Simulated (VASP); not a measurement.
Method: PBE GGA, VASP's PBE PAW potentials (set 64) (plane waves; VASP).

The input files of a VASP run:

INCAR:
```
ISMEAR  =  0   # Gaussian
NELMIN  =  4
LCHARG  =  F
EDIFFG  =  -0.03   # ionic stop
NELM  =  100   # most electronic steps
LORBIT  =  10
LREAL  =  Auto   # projection in real space or not
SIGMA  =  0.05   # width (eV)
ENCUT  =  400   # plane-wave cut-off (eV)
ISPIN  =  2   # spin-polarised
NSW  =  60
NUPDOWN  =  1
PREC  =  Normal
LASPH  =  T
GGA  =  PE   # PBE
SYSTEM  =  B32HN32
MAGMOM  =  65*0.0154
EDIFF  =  1E-5
LWAVE  =  T
ISYM  =  0
IBRION  =  2   # conjugate gradients
ALGO  =  Fast
ISIF  =  2
```

### POSCAR
```
B32HN32
1.0
  7.2488848260   0.0000000000   0.0000000000
  0.0000000000   7.2488848260   0.0000000000
  0.0000000000   0.0000000000   7.2488848260
B N H
32 32 1
Cart
  3.6244424130   0.0000000000   0.0000000000
  5.4366636195   1.8122212065   0.0000000000
  5.4366636195   0.0000000000   1.8122212065
  0.0000000000   0.0000000000   0.0000000000
  1.7911631961   1.7711272784   0.0486907594
  3.6495525500   3.6269215316   0.0306627828
  5.4366636195   5.4366636195   0.0000000000
  1.7757158225   7.2318571955   1.7791662917
  3.6447320416   1.8615208722   1.8259288477
  5.3870015096   3.5815580104   1.8190714027
  3.6481462664   0.0498505809   3.5767519997
  5.3940329278   1.7903803165   3.5829063029
  5.4366636195   0.0000000000   5.4366636195
  0.0000000000   3.6244424130   0.0000000000
  1.8122212065   5.4366636195   0.0000000000
  0.0074880980   1.7849798973   1.8134245214
  1.8081545821   3.6288279883   1.8198977755
  3.6393533691   5.4845642504   1.8339243677
  0.0000000000   0.0000000000   3.6244424130
  1.7643568200   1.7732584506   3.5989118406
  3.6034713892   3.6284365485   3.5857623636
  5.4366636195   5.4366636195   3.6244424130
  1.8122212065   0.0000000000   5.4366636195
  3.6647679593   1.8141784054   5.4804758794
  5.4366636195   3.6244424130   5.4366636195
  0.0000000000   5.4366636195   1.8122212065
  7.2441440553   3.5880167667   3.5792166206
  1.7839795512   5.4241230488   3.6178314300
  0.0000000000   1.8122212065   5.4366636195
  1.7669446719   3.6037033535   5.3912566049
  3.6244424130   5.4366636195   5.4366636195
  0.0000000000   5.4366636195   5.4366636195
  4.4917062425   0.9172158948   0.8856977436
  6.3427742228   2.7183318097   0.9061106033
  6.3427742228   0.9061106033   2.7183318097
  0.8789997740   0.9091116416   0.9253491436
  2.7457180966   2.7232248070   0.8718451247
  4.5522634263   4.4820144835   0.9074299003
  6.3427742228   6.3427742228   0.9061106033
  2.7524595595   0.9166939751   2.7138592478
  4.4822609455   2.6821961189   2.7329020683
  6.3427742228   4.5305530162   2.7183318097
  4.5801498862   0.8660170213   4.5603024396
  6.3427742228   2.7183318097   4.5305530162
  6.3427742228   0.9061106033   6.3427742228
  0.8979121145   4.4819854879   0.8935192903
  2.7183318097   6.3427742228   0.9061106033
  0.9128520661   2.7194046447   2.7190059560
  2.6717432270   4.5003106688   2.6945627164
  4.5305530162   6.3427742228   2.7183318097
  0.8688150908   0.9447906527   4.4911843228
  2.7538803409   2.6692641084   4.4929168062
  4.5591933602   4.5006658641   4.5247611573
  6.3427742228   6.3427742228   4.5305530162
  2.7183318097   0.9061106033   6.3427742228
  4.5305530162   2.7183318097   6.3427742228
  6.3427742228   4.5305530162   6.3427742228
  0.9061106033   6.3427742228   2.7183318097
  0.8577025504   4.5725748016   4.5050079461
  2.7183318097   6.3427742228   4.5305530162
  0.9061106033   2.7183318097   6.3427742228
  2.7183318097   4.5305530162   6.3427742228
  4.5305530162   6.3427742228   6.3427742228
  0.9061106033   6.3427742228   6.3427742228
  2.6964981687   2.7002530910   2.7450367014
```

File KPOINTS:
```
kpoints
0
Gamma
1 1 1
```

POTCAR, in this order: B N H (PBE.64 set). Program: vasp_gam.

What VASP printed:

File OSZICAR:
```
...
RMM:   2    -0.554171879108E+03   -0.58773E-01   -0.11872E+00   648   0.304E+00    0.879E-01
RMM:   3    -0.554165932805E+03    0.59463E-02   -0.16205E-01   648   0.107E+00    0.497E-01
RMM:   4    -0.554165761238E+03    0.17157E-03   -0.33810E-02   653   0.419E-01    0.225E-01
RMM:   5    -0.554166152528E+03   -0.39129E-03   -0.42960E-03   651   0.172E-01    0.127E-01
RMM:   6    -0.554166208238E+03   -0.55710E-04   -0.10034E-03   664   0.703E-02    0.450E-02
RMM:   7    -0.554166227846E+03   -0.19608E-04   -0.20965E-04   662   0.304E-02    0.167E-02
RMM:   8    -0.554166229622E+03   -0.17757E-05   -0.28682E-05   442   0.124E-02
   4 F= -.55416623E+03 E0= -.55416623E+03  d E =-.875817E-01  mag=     1.0000
       N       E                     dE             d eps       ncg     rms          rms(c)
DAV:   1    -0.554235748626E+03   -0.69521E-01   -0.10673E+01   720   0.929E+00    0.687E-01
RMM:   2    -0.554245127281E+03   -0.93787E-02   -0.19352E-01   648   0.122E+00    0.356E-01
RMM:   3    -0.554244090274E+03    0.10370E-02   -0.26363E-02   648   0.431E-01    0.195E-01
RMM:   4    -0.554244062105E+03    0.28169E-04   -0.55753E-03   653   0.170E-01    0.872E-02
RMM:   5    -0.554244126784E+03   -0.64679E-04   -0.69094E-04   650   0.690E-02    0.488E-02
RMM:   6    -0.554244134066E+03   -0.72825E-05   -0.17069E-04   648   0.282E-02    0.176E-02
RMM:   7    -0.554244136786E+03   -0.27193E-05   -0.31905E-05   449   0.120E-02
   5 F= -.55424414E+03 E0= -.55424414E+03  d E =-.165489E+00  mag=     1.0000
       N       E                     dE             d eps       ncg     rms          rms(c)
DAV:   1    -0.554260229131E+03   -0.16095E-01   -0.81091E+00   720   0.812E+00    0.672E-01
RMM:   2    -0.554270729543E+03   -0.10500E-01   -0.17028E-01   648   0.114E+00    0.341E-01
RMM:   3    -0.554270847855E+03   -0.11831E-03   -0.22704E-02   653   0.393E-01    0.214E-01
RMM:   4    -0.554270626406E+03    0.22145E-03   -0.46367E-03   649   0.159E-01    0.782E-02
RMM:   5    -0.554270721451E+03   -0.95045E-04   -0.89320E-04   666   0.703E-02    0.389E-02
RMM:   6    -0.554270729021E+03   -0.75699E-05   -0.18948E-04   643   0.283E-02    0.182E-02
RMM:   7    -0.554270733090E+03   -0.40690E-05   -0.42804E-05   471   0.136E-02
   6 F= -.55427073E+03 E0= -.55427073E+03  d E =-.265963E-01  mag=     1.0000
       N       E                     dE             d eps       ncg     rms          rms(c)
DAV:   1    -0.554275565516E+03   -0.48365E-02   -0.71990E-01   736   0.242E+00    0.202E-01
RMM:   2    -0.554276494140E+03   -0.92862E-03   -0.15237E-02   648   0.342E-01    0.102E-01
RMM:   3    -0.554276501808E+03   -0.76678E-05   -0.20137E-03   654   0.117E-01    0.649E-02
RMM:   4    -0.554276477937E+03    0.23871E-04   -0.40594E-04   648   0.471E-02    0.238E-02
RMM:   5    -0.554276486046E+03   -0.81098E-05   -0.80660E-05   551   0.208E-02
   7 F= -.55427649E+03 E0= -.55427649E+03  d E =-.323493E-01  mag=     1.0000
       N       E                     dE             d eps       ncg     rms          rms(c)
DAV:   1    -0.554280894491E+03   -0.44166E-02   -0.16515E+00   688   0.366E+00    0.246E-01
RMM:   2    -0.554282498087E+03   -0.16036E-02   -0.26072E-02   648   0.448E-01    0.131E-01
RMM:   3    -0.554282502435E+03   -0.43484E-05   -0.37201E-03   654   0.158E-01    0.745E-02
RMM:   4    -0.554282478268E+03    0.24167E-04   -0.77124E-04   652   0.644E-02    0.300E-02
RMM:   5    -0.554282502995E+03   -0.24726E-04   -0.14643E-04   595   0.281E-02    0.160E-02
RMM:   6    -0.554282504252E+03   -0.12576E-05   -0.25762E-05   430   0.104E-02
   8 F= -.55428250E+03 E0= -.55428250E+03  d E =-.601821E-02  mag=     1.0000
       N       E                     dE             d eps       ncg     rms          rms(c)
DAV:   1    -0.554282685270E+03   -0.18228E-03   -0.43392E-02   752   0.594E-01    0.394E-02
RMM:   2    -0.554282726473E+03   -0.41203E-04   -0.67856E-04   648   0.722E-02    0.212E-02
RMM:   3    -0.554282726561E+03   -0.87790E-07   -0.96173E-05   631   0.255E-02    0.122E-02
RMM:   4    -0.554282725625E+03    0.93558E-06   -0.19523E-05   412   0.105E-02
   9 F= -.55428273E+03 E0= -.55428273E+03  d E =-.623958E-02  mag=     1.0000
       N       E                     dE             d eps       ncg     rms          rms(c)
DAV:   1    -0.554284413035E+03   -0.16865E-02   -0.37485E-01   688   0.175E+00    0.119E-01
RMM:   2    -0.554284791442E+03   -0.37841E-03   -0.56352E-03   648   0.208E-01    0.624E-02
RMM:   3    -0.554284836150E+03   -0.44707E-04   -0.89222E-04   656   0.744E-02    0.363E-02
RMM:   4    -0.554284832578E+03    0.35718E-05   -0.17660E-04   651   0.302E-02    0.162E-02
RMM:   5    -0.554284842113E+03   -0.95356E-05   -0.39075E-05   455   0.137E-02
  10 F= -.55428484E+03 E0= -.55428484E+03  d E =-.211649E-02  mag=     1.0000
       N       E                     dE             d eps       ncg     rms          rms(c)
DAV:   1    -0.554284849114E+03   -0.16536E-04   -0.11457E-03   768   0.962E-02    0.779E-03
RMM:   2    -0.554284850812E+03   -0.16981E-05   -0.21252E-05   420   0.128E-02    0.428E-03
RMM:   3    -0.554284851076E+03   -0.26411E-06   -0.30353E-06   375   0.459E-03    0.265E-03
RMM:   4    -0.554284851088E+03   -0.11767E-07   -0.55104E-07   227   0.190E-03
  11 F= -.55428485E+03 E0= -.55428485E+03  d E =-.212546E-02  mag=     1.0000
       N       E                     dE             d eps       ncg     rms          rms(c)
DAV:   1    -0.554285358486E+03   -0.50741E-03   -0.85557E-02   688   0.834E-01    0.676E-02
RMM:   2    -0.554285459000E+03   -0.10051E-03   -0.15250E-03   648   0.108E-01    0.336E-02
RMM:   3    -0.554285477177E+03   -0.18176E-04   -0.23264E-04   654   0.385E-02    0.209E-02
RMM:   4    -0.554285474885E+03    0.22918E-05   -0.52088E-05   482   0.160E-02
  12 F= -.55428547E+03 E0= -.55428547E+03  d E =-.623797E-03  mag=     1.0000
       N       E                     dE             d eps       ncg     rms          rms(c)
DAV:   1    -0.554285482627E+03   -0.54505E-05   -0.61344E-04   752   0.701E-02    0.771E-03
RMM:   2    -0.554285483363E+03   -0.73581E-06   -0.11428E-05   382   0.963E-03    0.468E-03
RMM:   3    -0.554285483654E+03   -0.29122E-06   -0.17717E-06   375   0.348E-03    0.276E-03
RMM:   4    -0.554285483674E+03   -0.19410E-07   -0.22691E-07   160   0.162E-03
  13 F= -.55428548E+03 E0= -.55428548E+03  d E =-.632586E-03  mag=     1.0000
       N       E                     dE             d eps       ncg     rms          rms(c)
DAV:   1    -0.554285661980E+03   -0.17833E-03   -0.38256E-02   656   0.547E-01    0.449E-02
RMM:   2    -0.554285705311E+03   -0.43331E-04   -0.67991E-04   648   0.709E-02    0.226E-02
RMM:   3    -0.554285715722E+03   -0.10411E-04   -0.10029E-04   581   0.247E-02    0.138E-02
RMM:   4    -0.554285713764E+03    0.19582E-05   -0.20050E-05   411   0.105E-02
  14 F= -.55428571E+03 E0= -.55428571E+03  d E =-.230091E-03  mag=     1.0000
       N       E                     dE             d eps       ncg     rms          rms(c)
DAV:   1    -0.554285715660E+03    0.61938E-07   -0.97947E-05   696   0.275E-02    0.387E-03
RMM:   2    -0.554285715776E+03   -0.11568E-06   -0.22051E-06   376   0.417E-03    0.243E-03
RMM:   3    -0.554285715851E+03   -0.75415E-07   -0.18968E-07   169   0.157E-03    0.141E-03
RMM:   4    -0.554285715859E+03   -0.73142E-08   -0.24205E-08   116   0.135E-03
  15 F= -.55428572E+03 E0= -.55428572E+03  d E =-.232185E-03  mag=     1.0000
       N       E                     dE             d eps       ncg     rms          rms(c)
DAV:   1    -0.554285814861E+03   -0.99010E-04   -0.11864E-02   672   0.292E-01    0.320E-02
RMM:   2    -0.554285830696E+03   -0.15834E-04   -0.25552E-04   648   0.411E-02    0.149E-02
RMM:   3    -0.554285839728E+03   -0.90324E-05   -0.42134E-05   438   0.146E-02    0.945E-03
RMM:   4    -0.554285839117E+03    0.61140E-06   -0.68258E-06   393   0.594E-03
  16 F= -.55428584E+03 E0= -.55428584E+03  d E =-.123258E-03  mag=     1.0000
```

OUTCAR:
```
------------------------ aborting loop because EDIFF is reached ----------------------------------------
  FORCE on cell =-STRESS in cart. coord.  units (eV):
  Direction    XX          YY          ZZ          XY          YZ          ZX
  --------------------------------------------------------------------------------------
  Total       -5.6144236     -5.6158262     -5.6167440     -0.0257428     -0.0508427     -0.0472856
  in kB      -23.6157728    -23.6216724    -23.6255329     -0.1082812     -0.2138581     -0.1988958
  external PRESSURE =     -23.6209927 kB  Pullay stress =       0.0000000 kB
  volume of cell :      380.90
      direct lattice vectors                 reciprocal lattice vectors
     7.248884826  0.000000000  0.000000000     0.137952254  0.000000000  0.000000000
     0.000000000  7.248884826  0.000000000     0.000000000  0.137952254  0.000000000
     0.000000000  0.000000000  7.248884826     0.000000000  0.000000000  0.137952254
  FREE ENERGIE OF THE ION-ELECTRON SYSTEM (eV)
  ---------------------------------------------------
  free  energy   TOTEN  =      -554.2858391168 eV

  energy  without entropy=     -554.2858391168  energy(sigma->0) =     -554.28583912

 total charge

# of ion       s       p       d       tot
------------------------------------------
    1        0.673   1.359   0.000   2.032
    2        0.673   1.359   0.000   2.032
    3        0.673   1.360   0.000   2.032
    4        0.672   1.356   0.000   2.028
    5        0.673   1.361   0.000   2.033
    6        0.672   1.361   0.000   2.033
    7        0.672   1.356   0.000   2.028
    8        0.673   1.361   0.000   2.033
    9        0.664   1.336   0.000   1.999
   10        0.673   1.361   0.000   2.033
   11        0.673   1.361   0.000   2.033
   12        0.672   1.361   0.000   2.033
   13        0.672   1.355   0.000   2.027
   14        0.673   1.359   0.000   2.032
   15        0.673   1.359   0.000   2.032
   16        0.673   1.361   0.000   2.034
   17        0.664   1.335   0.000   1.999
   18        0.672   1.361   0.000   2.033
   19        0.673   1.359   0.000   2.032
   20        0.664   1.336   0.000   2.000
   21        0.664   1.335   0.000   1.999
   22        0.673   1.359   0.000   2.032
   23        0.673   1.359   0.000   2.032
   24        0.673   1.361   0.000   2.033
   25        0.673   1.359   0.000   2.032
   26        0.673   1.359   0.000   2.032
   27        0.673   1.361   0.000   2.033
   28        0.673   1.361   0.000   2.033
   29        0.673   1.359   0.000   2.032
   30        0.673   1.361   0.000   2.034
   31        0.673   1.359   0.000   2.032
   32        0.672   1.355   0.000   2.027
   33        1.225   2.713   0.000   3.938
   34        1.222   2.720   0.000   3.942
   35        1.222   2.720   0.000   3.943
   36        1.224   2.710   0.000   3.934
   37        1.227   2.696   0.000   3.923
   38        1.224   2.710   0.000   3.934
   39        1.222   2.719   0.000   3.940
   40        1.227   2.695   0.000   3.923
   41        1.227   2.696   0.000   3.923
   42        1.222   2.720   0.000   3.942
   43        1.224   2.710   0.000   3.934
   44        1.222   2.720   0.000   3.942
   45        1.222   2.719   0.000   3.940
   46        1.225   2.713   0.000   3.938
   47        1.222   2.720   0.000   3.942
   48        1.228   2.695   0.000   3.923
   49        1.227   2.696   0.000   3.923
   50        1.222   2.720   0.000   3.942
   51        1.225   2.713   0.000   3.939
   52        1.228   2.695   0.000   3.923
   53        1.225   2.713   0.000   3.938
   54        1.222   2.718   0.000   3.940
   55        1.222   2.720   0.000   3.942
   56        1.222   2.720   0.000   3.942
   57        1.222   2.718   0.000   3.940
   58        1.222   2.720   0.000   3.942
   59        1.224   2.710   0.000   3.934
   60        1.222   2.720   0.000   3.942
   61        1.222   2.720   0.000   3.942
   62        1.222   2.720   0.000   3.942
   63        1.222   2.718   0.000   3.940
   64        1.222   2.718   0.000   3.940
   65        0.525   0.041   0.000   0.565
--------------------------------------------------
tot         61.168 130.262   0.000 191.430

 magnetization (x)

# of ion       s       p       d       tot
------------------------------------------
    1        0.000   0.002   0.000   0.002
    2        0.000   0.002   0.000   0.002
    3        0.000   0.002   0.000   0.002
    4        0.000   0.001   0.000   0.001
    5        0.000   0.004   0.000   0.005
    6        0.000   0.004   0.000   0.005
    7        0.000   0.001   0.000   0.001
    8        0.000   0.004   0.000   0.005
    9        0.001  -0.002   0.000  -0.000
   10        0.000   0.004   0.000   0.005
   11        0.000   0.004   0.000   0.005
   12        0.000   0.004   0.000   0.005
   13        0.000   0.001   0.000   0.001
   14        0.000   0.002   0.000   0.002
   15        0.000   0.002   0.000   0.002
   16        0.000   0.004   0.000   0.005
...
```
(Selected blocks of OUTCAR.)

**CONTCAR**
```
B32HN32
   1.00000000000000
     7.2488848260000003    0.0000000000000000    0.0000000000000000
     0.0000000000000000    7.2488848260000003    0.0000000000000000
     0.0000000000000000    0.0000000000000000    7.2488848260000003
  B               N               H
    32    32     1
Direct
     0.4994786307410646    0.9989425731500688    0.9990546328446775
     0.7499808948424493    0.2494300644066159    0.9990752830622027
     0.7500049611570377    0.9989138951273155    0.2495418762188795
     0.9993498461135490    0.9993228020282473    0.9994133862434720
     0.2490952397644506    0.2489796997553174    0.9980127660180111
     0.4999073449709810    0.4997604605620844    0.9980239820378257
     0.7496579846883691    0.7495314872057066    0.9993931991510683
     0.2490961636683851    0.9978307907535422    0.2491175007352962
     0.5006423043941565    0.2483134820787668    0.2484585406611169
     0.7510797358475249    0.4997782035901139    0.2490864573481625
     0.4998977079258530    0.9978133663748437    0.4998801262142473
     0.7510776554749535    0.2489914115307763    0.4998361330805720
     0.7496391807611260    0.9993343457658349    0.7495501482524237
     0.9990211300166197    0.4993840342864775    0.9990544699679347
     0.2495535256851664    0.7498911819721195    0.9990898991038895
     0.9978857456424575    0.2489936391269501    0.2490939195511117
     0.2483795674676894    0.5005078975262934    0.2484088474989692
     0.4999087635647842    0.7509712546144521    0.2491024275897398
     0.9990509978008837    0.9989580991240075    0.4994573544208147
     0.2482991677400452    0.2482455488417852    0.5007367459958419
     0.5006465436499423    0.5004950796080502    0.5006160980902915
     0.7499642715706214    0.7498417368610435    0.4994280737156157
     0.2495640440116528    0.9988890513421116    0.7500234530338182
     0.4998783242400452    0.2489734865189983    0.7510889121175695
     0.7499644332523199    0.4992836501678750    0.7499810034794695
     0.9990304117426066    0.7498921589465907    0.2495749807373713
     0.9979081072498970    0.4998159173626543    0.4999324455349967
     0.2491388776151333    0.7509172247922439    0.4998904173714483
     0.9990322461650163    0.2494704425795524    0.7500301008878747
     0.2490919413811748    0.4997827738751884    0.7511400960835466
     0.4994524508843072    0.7498342208183889    0.7500045778859441
     0.9993767134749841    0.7495443659900716    0.7496097269292742
     0.6250754297338955    0.1238272722353826    0.1239587778712109
     0.8744964498542126    0.3744068142185955    0.1237656479520771
     0.8744793338745704    0.1236524732795185    0.3744648526613794
     0.1244576953371064    0.1243771834037597    0.1245040640002596
     0.3744953062419313    0.3743446200844563    0.1201387721380273
     0.6245720046522077    0.6244340531016384    0.1244611071794087
     0.8745049190315811    0.8744113179786080    0.1243841794535407
     0.3744744404504283    0.1199133085911641    0.3745378354298586
     0.6289346771471916    0.3743947435207552    0.3744831225454584
     0.8745042078921046    0.6251262187586066    0.3744960695669581
     0.6245229077487960    0.1243698880867263    0.6244916412911209
     0.8744971943895696    0.3743892491720889    0.6252532271931458
     0.8744755787102174    0.1242978212840799    0.8745009494937003
     0.1239263851143221    0.6249745044225777    0.1239517817233834
     0.3745082653836694    0.8744065259133112    0.1237799518127142
     0.1199244483246411    0.3743732119710180    0.3745310701137257
     0.3745090343111403    0.6288094552015969    0.3744949306736716
     0.6252277229042379    0.8743866785230311    0.3744789902175285
     0.1239059191569541    0.1238076275579612    0.6251535999043361
     0.3744753752427259    0.3743983643251655    0.6290732925136270
     0.6250705432766137    0.6249379400255969    0.6250925104392880
     0.8744961884723013    0.8744267427374782    0.6245785402918705
     0.3744957776069144    0.1236473003443731    0.8745116400282089
     0.6251946647115835    0.3743403924935712    0.8745378772347688
     0.8744926999816136    0.6245341228787201    0.8744976815650370
     0.1238125793675691    0.8743851721464251    0.3745087353335741
     0.1244891615290778    0.6244353789746461    0.6245617811216460
     0.3745085235814848    0.8743568321144184    0.6252458739469886
     0.1237864538065381    0.3744090220739242    0.8745467203472074
     0.3745064176187071    0.6251045538333019    0.8745934430198982
     0.6246404980933317    0.8744294047158755    0.8744976535393216
     0.1243495548551787    0.8744167116945900    0.8745555809269725
     0.3737487280923568    0.3740907476529649    0.3751695166066135
```

At this cut-off the stress carries a Pulay error, which pulls relaxed volumes low. The supercell is sampled at Γ alone, which is coarse: total energies, pressure and levels can be off, energies of defects by several tenths of an eV.

The cell is a supercell with a defect, built from BN (zinc blende): H_i.
